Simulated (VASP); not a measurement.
Data:

```
CELL_PARAMETERS angstrom
      3.35756     0.00000     0.00000
     -1.67878     2.90773     0.00000
      0.00000     0.00000     6.11427
ATOMIC_POSITIONS crystal
  Zr 0.00000 0.00000 0.00000
  Zr 0.00000 0.00000 0.50000
  B  0.33333 0.66667 0.25000
  B  0.66667 0.33333 0.75000
```

The numbers are results of PBEsol GGA, VASP's PBE PAW potentials (set 64) (plane waves; VASP), not measurements. Settings: 520 eV cut-off, 12×12×6 Γ-centred mesh, tetrahedra with Blöchl corrections, potentials Zr_sv B.

### Question
Tabulate the total density of states (states/eV per cell) against energy (eV; zero at the valence-band maximum or, without a gap, the Fermi level).

### Answer

| E (eV) | DOS (states/eV) |
|---|---|
| -9.91 | 0.00 |
| -9.69 | 0.00 |
| -9.47 | 0.00 |
| -9.25 | 0.00 |
| -9.04 | 0.00 |
| -8.82 | 0.00 |
| -8.60 | 0.00 |
| -8.38 | 0.01 |
| -8.05 | 0.17 |
| -7.83 | 0.25 |
| -7.62 | 0.32 |
| -7.40 | 0.39 |
| -7.18 | 0.47 |
| -6.96 | 0.56 |
| -6.74 | 0.69 |
| -6.53 | 0.93 |
| -6.31 | 1.83 |
| -6.09 | 2.12 |
| -5.87 | 2.66 |
| -5.65 | 3.40 |
| -5.43 | 2.01 |
| -5.21 | 1.55 |
| -5.00 | 0.60 |
| -4.67 | 0.09 |
| -4.45 | 0.00 |
| -4.23 | 0.00 |
| -4.01 | 0.03 |
| -3.80 | 0.23 |
| -3.58 | 0.52 |
| -3.36 | 0.80 |
| -3.14 | 1.28 |
| -2.92 | 1.73 |
| -2.71 | 2.67 |
| -2.49 | 4.61 |
| -2.27 | 2.78 |
| -2.05 | 1.09 |
| -1.83 | 1.53 |
| -1.50 | 2.45 |
| -1.29 | 3.28 |
| -1.07 | 3.71 |
| -0.85 | 6.26 |
| -0.63 | 4.93 |
| -0.41 | 3.28 |
| -0.20 | 2.99 |
| 0.02 | 2.30 |
| 0.24 | 3.01 |
| 0.46 | 2.63 |
| 0.68 | 1.04 |
| 0.90 | 0.91 |
| 1.11 | 2.02 |
| 1.33 | 2.53 |
| 1.55 | 2.70 |
| 1.88 | 3.11 |
| 2.10 | 2.64 |
| 2.31 | 2.21 |
| 2.53 | 1.53 |
| 2.75 | 1.40 |
| 2.97 | 1.07 |
| 3.19 | 0.79 |
| 3.41 | 1.12 |
Within 2 eV below the Fermi level the largest weight inside VASP's projection spheres is Zr d, then B p.

The structure was generated: ZrB was put into the NiAs type type (P6_3/mmc), which need not be its known phase. It was relaxed first, which changed the volume by -29 %.
